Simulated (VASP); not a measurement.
# GeCN2 (R-3m) in VASP: notebook

One crystal, GeCN2, is run at these levels: PBE; tasks: equation of state.

Everything below comes from runs of VASP 6.6.1. Logs are shortened: lines on timing, memory, paths and dates and some standing lists are left out, and cuts for length are marked.

## (1) Starting point

Symmetry: R-3m, No. 166, trigonal system. The conventional cell has a = 3.585 Å, b = 3.585 Å, c = 14.762 Å, α = 90.00°, β = 90.00°, γ = 120.00°. Around Ge (site symmetry -3m) lie 6 N at 2.40 Å. N (site symmetry 3m) has 1 C at 1.24 Å as nearest neighbours. C (site symmetry -3m) has 2 N at 1.24 Å as nearest neighbours.

The cell comes from a database or a generator and needn't be the stable form of this composition.

## (2) Equation of state, PBE, 13.15 Å³/atom (a relaxed cell with its volume scaled by 0.96)

The input, INCAR:

```
PREC = Accurate
ENCUT = 520
EDIFF = 1E-6
ISMEAR = 0
SIGMA = 0.02
LREAL = F
LASPH = T
NELM = 60
ALGO = Normal
ISIF = 2
LWAVE = F
LCHARG = F
GGA = PE
KPAR = 2
```

The input, KPOINTS:

```
Automatic mesh
0
Gamma
  8 8 8
```

The input, POSCAR:

```
GeCN2                                   
1.0
    1.7684769079      1.0210306188      4.8540906904
   -1.7684769079      1.0210306188      4.8540906904
    0.0000000000     -2.0420612377      4.8540906904
  Ge              N               C             
     1     2     1
Direct
     0.0000000000000000    0.0000000000000000    0.0000000000000000
     0.5839829100090925    0.5839829100090925    0.5839829100090925
     0.4160170899909076    0.4160170899909076    0.4160170899909076
     0.5000000000000000    0.5000000000000000    0.5000000000000000
```

Potentials or basis: VASP PAW PBE potentials, release 64 (Ge_d, N, C).

Launch:

```bash
> cat potpaw_PBE.64/Ge_d/POTCAR potpaw_PBE.64/N/POTCAR potpaw_PBE.64/C/POTCAR > POTCAR
> mpirun -np 2 vasp_std > vasp.out
```

OUTCAR:

```text
PREC = Accurate
   ENCUT = 520
   EDIFF = 1E-6
   ISMEAR = 0
   LREAL = F
   LASPH = T
   NELM = 60
   ISIF = 2
   GGA = PE

 ion  position               nearest neighbor table
   1  0.000  0.000  0.000-
   2  0.584  0.584  0.584-   4 1.22
   3  0.416  0.416  0.416-   4 1.22
   4  0.500  0.500  0.500-   2 1.22   3 1.22

  LATTYP: Found a trigonal (rhomboedric) cell.
 ALAT       =     5.2661381039
 COS(alpha) =     0.7744492405

  Lattice vectors:

 A1 = (   1.7684769079,   1.0210306188,   4.8540906904)
 A2 = (  -1.7684769079,   1.0210306188,   4.8540906904)
 A3 = (   0.0000000000,  -2.0420612377,   4.8540906904)

Analysis of symmetry for initial positions (statically):
=====================================================================
 Subroutine PRICEL returns:
 Original cell was already a primitive cell.

 Routine SETGRP: Setting up the symmetry group for a
 trigonal (rhombohedral) supercell.

 Subroutine GETGRP returns: Found 12 space group operations
 (whereof 12 operations were pure point group operations)
 out of a pool of 12 trial point group operations.

The static configuration has the point symmetry D_3d.

Analysis of symmetry for dynamics (positions and initial velocities):
=====================================================================
 Subroutine PRICEL returns:
 Original cell was already a primitive cell.

 Routine SETGRP: Setting up the symmetry group for a
 trigonal (rhombohedral) supercell.

 Subroutine GETGRP returns: Found 12 space group operations
 (whereof 12 operations were pure point group operations)
 out of a pool of 12 trial point group operations.

The dynamic configuration has the point symmetry D_3d.

 Subroutine INISYM returns: Found 12 space group operations
 (whereof 12 operations are pure point group operations),
 and found     1 'primitive' translations

----------------------------------------------------------------------------------------

                                     Primitive cell

  volume of cell :      52.5893

  direct lattice vectors                    reciprocal lattice vectors
     1.768476908  1.021030619  4.854090690     0.282729165  0.163233760  0.068670603
[... 87 lines left out ...]
   LASPH  =      T    aspherical Exc in radial PAW
   ENCUT  =  520.0 eV  38.22 Ry    6.18 a.u.   9.79  9.79  9.79*2*pi/ulx,y,z
   NELM   =     60;   NELMIN=  2; NELMDL= -5     # of ELM steps
   EDIFF  = 0.1E-05   stopping-criterion for ELM
   LREAL  =      F    real-space projection
   EDIFFG = 0.1E-04   stopping-criterion for IOM
   NSW    =      0    number of steps for IOM
   IBRION =     -1    ionic relax: 0-MD 1-quasi-New 2-CG
   NFREE  =      0    steps in history (QN), initial steepest desc. (CG)
   ISIF   =      2    stress and relaxation
   ISYM   =      2    0-nonsym 1-usesym 2-fastsym
   POTIM  = 0.5000    time-step for ionic-motion
   TEBEG  =    0.0;   TEEND  =   0.0 temperature during run
   PSTRESS=    0.0 pullay stress
   NELECT =      28.0000    total number of electrons
   NUPDOWN=      -1.0000    fix difference up-down
   EMIN   =  10.00;   EMAX   =-10.00  energy-range for DOS
   EFERMI =   0.00;   METHOD = LEGACY
   ISMEAR =     0;   SIGMA  =   0.02  broadening in eV -4-tet -1-fermi 0-gaus
   EFERMI_NEDOS =   21; number of points for ismear=-14 and -15
   IALGO  =     38    algorithm
   IMIX   =      4    mixing-type and parameters
     AMIX     =   0.40;   BMIX     =  1.00
     AMIX_MAG =   1.60;   BMIX_MAG =  1.00
  volume/ion in A,a.u.               =      13.15        88.72
  Fermi-wavevector in a.u.,A,eV,Ry     =   1.326870  2.507421 23.954203  1.760584
  Thomas-Fermi vector in A             =   2.456225
   LORBIT       =      0    0 simple, 1 ext, 2 COOP (PROOUT), +10 PAW based schemes
   GGA     = PE    functional components
   LHFCALC =     F    Hartree Fock is set to
   AEXX    =    0.0000 exact exchange contribution
   IVDW    =     0    specifies the selected vdW correction
   LEPSILON=     F    determine dielectric tensor
   LRPA    =     F    only Hartree local field effects (RPA)
 non-spin polarized calculation
 Gauss-broadening in eV      SIGMA  =   0.02
  energy-cutoff  :      520.00
  volume of cell :       52.59
 maximum number of plane-waves:      1447
   NGX = 19   NGY = 19   NGZ = 19

 number of electron      28.0000005 magnetization

 Free energy of the ion-electron system (eV)
  ---------------------------------------------------
  ext. energy  EPLUGINS =         0.00000000
  ---------------------------------------------------
  free energy    TOTEN  =       -29.12395745 eV

  energy without entropy =      -29.12395745  energy(sigma->0) =      -29.12395745

 E-fermi :   4.1754     XC(G=0):  -9.8696

 val. band max:        4.0571884276   @ k =   0.5000   0.5000   0.1250
 cond. band min:       4.9887052553   @ k =   0.5000   0.5000   0.5000
 fundamental gap:      0.9315168277
 Fermi energy:         4.1754452925

 k-point     1 :       0.0000    0.0000    0.0000
  band No.  band energies     occupation
      1     -20.7361      2.00000
      2     -20.7320      2.00000
      3     -20.7320      2.00000
      4     -20.7209      2.00000
      5     -20.7209      2.00000
      6     -15.6392      2.00000
[... 481 lines left out ...]
      5     -20.7215      2.00000
      6     -15.4106      2.00000
[... 10 lines left out ...]
     17       9.2347      0.00000
     18       9.9769      0.00000

 [... further k-points ...]

------------------------ aborting loop because EDIFF is reached ----------------------------------------

  FORCE on cell =-STRESS in cart. coord.  units (eV):
  Direction    XX          YY          ZZ          XY          YZ          ZX
  --------------------------------------------------------------------------------------
  -------------------------------------------------------------------------------------
  Total        0.7594828      0.7594828      4.2041950      0.0000000     -0.0000000      0.0000000
  in kB       23.1382870     23.1382870    128.0843694      0.0000000     -0.0000000      0.0000000
  external PRESSURE =      58.1203145 kB  Pullay stress =       0.0000000 kB

 VOLUME and BASIS-vectors are now :
 -----------------------------------------------------------------------------
  energy-cutoff  :      520.00
  volume of cell :       52.59
      direct lattice vectors                 reciprocal lattice vectors
     1.768476908  1.021030619  4.854090690     0.282729165  0.163233760  0.068670603
    -1.768476908  1.021030619  4.854090690    -0.282729165  0.163233760  0.068670603
     0.000000000 -2.042061238  4.854090690     0.000000000 -0.326467519  0.068670603

 POSITION                                       TOTAL-FORCE (eV/Angst)
 -----------------------------------------------------------------------------------
      0.00000      0.00000      0.00000         0.000000     -0.000000      0.000000
      0.00000     -0.00000      8.50412         0.000000     -0.000000      1.222335
      0.00000     -0.00000      6.05815         0.000000      0.000000     -1.222335
      0.00000     -0.00000      7.28114        -0.000000     -0.000000      0.000000
 -----------------------------------------------------------------------------------
    total drift:                                0.000000      0.000000     -0.000000

  FREE ENERGIE OF THE ION-ELECTRON SYSTEM (eV)
  ---------------------------------------------------
  free  energy   TOTEN  =       -29.1239574507 eV

  energy  without entropy=      -29.1239574507  energy(sigma->0) =      -29.12395745
```

OSZICAR:

```text
N       E                     dE             d eps       ncg     rms          rms(c)
DAV:   1     0.234983528474E+03    0.23498E+03   -0.14738E+04  2612   0.316E+03
DAV:   2    -0.215649379247E+01   -0.23714E+03   -0.22769E+03  2756   0.633E+02
DAV:   3    -0.314611657301E+02   -0.29305E+02   -0.28871E+02  2788   0.160E+02
DAV:   4    -0.326090589587E+02   -0.11479E+01   -0.11432E+01  3248   0.328E+01
DAV:   5    -0.326295969048E+02   -0.20538E-01   -0.20526E-01  3004   0.456E+00    0.110E+01
DAV:   6    -0.292526353774E+02    0.33770E+01   -0.11260E+01  3538   0.295E+01    0.499E+00
DAV:   7    -0.291448189513E+02    0.10782E+00   -0.10640E+00  3158   0.685E+00    0.285E+00
DAV:   8    -0.291224902523E+02    0.22329E-01   -0.10559E-01  2726   0.327E+00    0.104E+00
DAV:   9    -0.291228880675E+02   -0.39782E-03   -0.14571E-02  3342   0.969E-01    0.199E-01
DAV:  10    -0.291237585216E+02   -0.87045E-03   -0.12159E-03  2646   0.458E-01    0.768E-02
DAV:  11    -0.291239470173E+02   -0.18850E-03   -0.20842E-04  2964   0.138E-01    0.145E-02
DAV:  12    -0.291239568918E+02   -0.98746E-05   -0.48036E-05  2820   0.119E-01    0.686E-03
DAV:  13    -0.291239574507E+02   -0.55890E-06   -0.36005E-06  2630   0.161E-02
   1 F= -.29123957E+02 E0= -.29123957E+02  d E =-.866276E-19
```

stdout:

```text
POSCAR found type information on POSCAR GeN C
 POSCAR found :  3 types and       4 ions
 scaLAPACK will be used
 LDA part: xc-table for (Slater+PW92), standard interpolation
 POSCAR, INCAR and KPOINTS ok, starting setup
 FFT: planning ... GRIDC
 FFT: planning ... GRID_SOFT
 FFT: planning ... GRID
 WAVECAR not read
 entering main loop
```

Run time: 74 s. Hardware: 2 MPI ranks of AMD EPYC 7R13 (Zen 3), shared host; peak memory 0.24 GiB.

Results:

```yaml
Free_energy: -29.1240 eV
Pressure: 5.8 GPa
Largest_force: 1.222 eV/Å
Band_gap_on_the_k_mesh: 0.93 eV, indirect (least direct gap 1.83 eV)
```

Caveat: the standard files for N, O and F lose accuracy on very short bonds; forces of over 1 eV/Å show positions far from the minimum, so gaps and moduli don't describe the material at rest.

## (3) Equation of state, PBE, 13.42 Å³/atom (a relaxed cell with its volume scaled by 0.98)

INCAR is that of step 2.

KPOINTS is that of step 2.

POSCAR, as its differences from that of step 2:

```diff
@@ -2,5 +2,5 @@
 1.0
-    1.7684769079      1.0210306188      4.8540906904
-   -1.7684769079      1.0210306188      4.8540906904
-    0.0000000000     -2.0420612377      4.8540906904
+    1.7806736858      1.0280724318      4.8875682359
+   -1.7806736858      1.0280724318      4.8875682359
+    0.0000000000     -2.0561448637      4.8875682359
   Ge              N               C
```

Potentials or basis: VASP PAW PBE potentials, release 64 (Ge_d, N, C).

Launch:

```bash
> cat potpaw_PBE.64/Ge_d/POTCAR potpaw_PBE.64/N/POTCAR potpaw_PBE.64/C/POTCAR > POTCAR
> mpirun -np 2 vasp_std > vasp.out
```

Wall time 76 s (2 MPI ranks of AMD EPYC 7R13 (Zen 3), shared host); peak memory 0.24 GiB.

Results (log left out):

- Free energy: -29.1548 eV
- Pressure: 2.8 GPa
- Largest force: 0.590 eV/Å
- Band gap on the k mesh: 0.99 eV, indirect (least direct gap 1.91 eV)

Caveat: the standard files for N, O and F lose accuracy on very short bonds.

## (4) Equation of state, PBE, 13.70 Å³/atom

INCAR is that of step 3.

KPOINTS is that of step 3.

POSCAR, as its differences from that of step 3:

```diff
@@ -2,5 +2,5 @@
 1.0
-    1.7806736858      1.0280724318      4.8875682359
-   -1.7806736858      1.0280724318      4.8875682359
-    0.0000000000     -2.0561448637      4.8875682359
+    1.7927056298      1.0350190779      4.9205933473
+   -1.7927056298      1.0350190779      4.9205933473
+    0.0000000000     -2.0700381558      4.9205933473
   Ge              N               C
```

Launch:

```bash
> cat potpaw_PBE.64/Ge_d/POTCAR potpaw_PBE.64/N/POTCAR potpaw_PBE.64/C/POTCAR > POTCAR
> mpirun -np 2 vasp_std > vasp.out
```

It took 73 s on 2 MPI ranks of AMD EPYC 7R13 (Zen 3), shared host; peak memory 0.24 GiB.

It converged, with:

```
Free energy            : -29.1658 eV
Pressure               : 0.0 GPa
Band gap on the k mesh : 1.03 eV, indirect (least direct gap 1.98 eV)
```

Caveat: the standard files for N, O and F lose accuracy on very short bonds.

## (5) Equation of state, PBE, 13.97 Å³/atom (a relaxed cell with its volume scaled by 1.02)

INCAR is that of step 4.

KPOINTS is that of step 4.

POSCAR, as its differences from that of step 4:

```diff
@@ -2,5 +2,5 @@
 1.0
-    1.7927056298      1.0350190779      4.9205933473
-   -1.7927056298      1.0350190779      4.9205933473
-    0.0000000000     -2.0700381558      4.9205933473
+    1.8045781985      1.0418737086      4.9531810079
+   -1.8045781985      1.0418737086      4.9531810079
+    0.0000000000     -2.0837474173      4.9531810079
   Ge              N               C
```

Launch:

```bash
> cat potpaw_PBE.64/Ge_d/POTCAR potpaw_PBE.64/N/POTCAR potpaw_PBE.64/C/POTCAR > POTCAR
> mpirun -np 2 vasp_std > vasp.out
```

Wall time 76 s (2 MPI ranks of AMD EPYC 7R13 (Zen 3), shared host); peak memory 0.25 GiB.

The run converged. Its results:

* Free energy: -29.1586 eV
* Pressure: -2.5 GPa
* Largest force: 0.547 eV/Å
* Band gap on the k mesh: 1.08 eV, indirect (least direct gap 2.04 eV)

Caveat: the standard files for N, O and F lose accuracy on very short bonds.

## (6) Equation of state, PBE, 14.24 Å³/atom (a relaxed cell with its volume scaled by 1.04)

INCAR is that of step 5.

KPOINTS is that of step 5.

POSCAR, as its differences from that of step 5:

```diff
@@ -2,5 +2,5 @@
 1.0
-    1.8045781985      1.0418737086      4.9531810079
-   -1.8045781985      1.0418737086      4.9531810079
-    0.0000000000     -2.0837474173      4.9531810079
+    1.8162965671      1.0486393119      4.9853454222
+   -1.8162965671      1.0486393119      4.9853454222
+    0.0000000000     -2.0972786238      4.9853454222
   Ge              N               C
```

Potentials or basis: VASP PAW PBE potentials, release 64 (Ge_d, N, C).

Launch:

```bash
> cat potpaw_PBE.64/Ge_d/POTCAR potpaw_PBE.64/N/POTCAR potpaw_PBE.64/C/POTCAR > POTCAR
> mpirun -np 2 vasp_std > vasp.out
```

Wall time 64 s (2 MPI ranks of AMD EPYC 7R13 (Zen 3), shared host); peak memory 0.25 GiB.

The run converged. Its results:

```yaml
Free_energy: -29.1351 eV
Pressure: -4.7 GPa
Largest_force: 1.057 eV/Å
Band_gap_on_the_k_mesh: 1.12 eV, indirect (least direct gap 2.06 eV)
```

Caveat: the standard files for N, O and F lose accuracy on very short bonds; forces of over 1 eV/Å show positions far from the minimum, so gaps and moduli don't describe the material at rest.

## (7) Equation of state, PBE

No new run: the results of the series are fitted here.

What came out:

```
Equilibrium volume                        : 13.72 Å³/atom
Bulk modulus at fixed shape and positions : 131 GPa
Pressure derivative of the bulk modulus   : 3.8 (rough: it moves with the points fitted)
```

Energy against volume, from the lowest point:
| volume (Å³/atom) | energy (meV/atom) |
| --- | --- |
| 13.147 | 10.45 |
| 13.421 | 2.74 |
| 13.695 | 0.00 |
| 13.969 | 1.78 |
| 14.243 | 7.66 |

Caveat: the standard files for N, O and F lose accuracy on very short bonds; the cell was scaled at fixed shape and fractional positions, which overstates the stiffness of a crystal with free parameters, most of all of layers and chains.

## (8) The reference run

An earlier run on the cell as given: functional PBEsol; potentials or basis VASP PAW PBE potentials, release 64 (Ge_d, N, C); cutoff 520 eV; k mesh 9 × 9 × 9; occupations fermi-dirac, width 0.05 eV; no spin polarisation.

* Pressure: -3.1 GPa
* Largest force: 0.190 eV/Å
* Band gap on the k mesh: 1.00 eV, indirect (least direct gap 1.82 eV)
